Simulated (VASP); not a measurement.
Input:

```
MgTe
1.0
    3.89578     0.00000     0.00000
   -1.94789     3.37385     0.00000
    0.00000     0.00000     6.35324
Mg Te
2 2
Direct
  0.33333   0.66667   0.99964
  0.66667   0.33333   0.49964
  0.33333   0.66667   0.37536
  0.66667   0.33333   0.87536
```

These are PBEsol GGA, VASP's PBE PAW potentials (set 64) (plane waves; VASP 6.6.1) values and carry that method's errors. Numerical set-up: 500 eV cut-off, 7×7×4 Γ-centred mesh, Gaussian smearing of 0.050 eV, potentials Mg Te.

Estimate the energy per atom (σ→0), pressure.

energy per atom (σ→0): -2.266 eV/atom
pressure: 45.09 GPa

Only differences to runs with the same potentials and settings are physical.

The structure was generated: MgTe was put into the wurtzite type (P6_3mc), which need not be its known phase. It was relaxed first under an external pressure of 45 GPa.
